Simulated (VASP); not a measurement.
# CHICl₂: harmonic vibrations of a molecule

CHICl₂, molecule in box, 5 atoms in the cell. PBE, harmonic vibrations; PAW potentials Cl, C, I, H (PBE set).

## Input

INCAR.step1:
```
SYSTEM = HCICl2
PREC = Accurate
ENCUT = 400
EDIFF = 1E-8
ISMEAR = 0
SIGMA = 0.01
ISYM = 0
LREAL = .False.
LASPH = .True.
NELM = 100
ALGO = Normal
LWAVE = .False.
LCHARG = .False.
IBRION = 2
NSW = 60
ISIF = 2
EDIFFG = -0.002
POTIM = 0.5
```

INCAR.step2, as INCAR.step1 but for:
```
- IBRION = 2
- NSW = 60
- ISIF = 2
- EDIFFG = -0.002
- POTIM = 0.5
+ IBRION = 5
+ NFREE = 2
+ POTIM = 0.015
+ NSW = 1
```

KPOINTS:
```
k-points
0
Gamma
  1 1 1
```

POSCAR.step1:
```
HCICl2
1.0
   12.0000000000      0.0000000000      0.0000000000
    0.0000000000     12.0000000000      0.0000000000
    0.0000000000      0.0000000000     13.0000000000
Cl C I H
2 1 1 1
Direct
    0.4730583300      0.5138375000      0.6206076900
    0.6125916700      0.4075375000      0.4670846200
    0.5231583300      0.5193208300      0.4940230800
    0.3895750000      0.5293958300      0.3846230800
    0.5699666700      0.5959625000      0.4850538500
```

Commands (each step's output is kept before the next begins):
```
cat potpaw_PBE.64/Cl/POTCAR potpaw_PBE.64/C/POTCAR potpaw_PBE.64/I/POTCAR potpaw_PBE.64/H/POTCAR > POTCAR
cp INCAR.step1 INCAR
cp POSCAR.step1 POSCAR
mpirun -np 4 vasp_gam > vasp.out
cp CONTCAR POSCAR
cp INCAR.step2 INCAR
mpirun -np 4 vasp_gam > vasp.out
```

## Result

- Vibrations (cm⁻¹; a negative value is imaginary): 3092, 1184, 1099, 714, 676, 516, 308, 181, 177
- Zero-point energy (eV): 0.493
- Translations and rotations, which should read zero (cm⁻¹): -7, -4, -1, 1, 2, 6
- Vibrational entropy at 298 K (meV/K): 0.321
- Displaced cells: 30
- Ionic steps, all stages: 47
- Electronic steps, all stages: 828

VASP 6.6.1 took 1332 s on 4 cores (Intel Xeon Platinum 8488C (Sapphire Rapids)), a shared host.
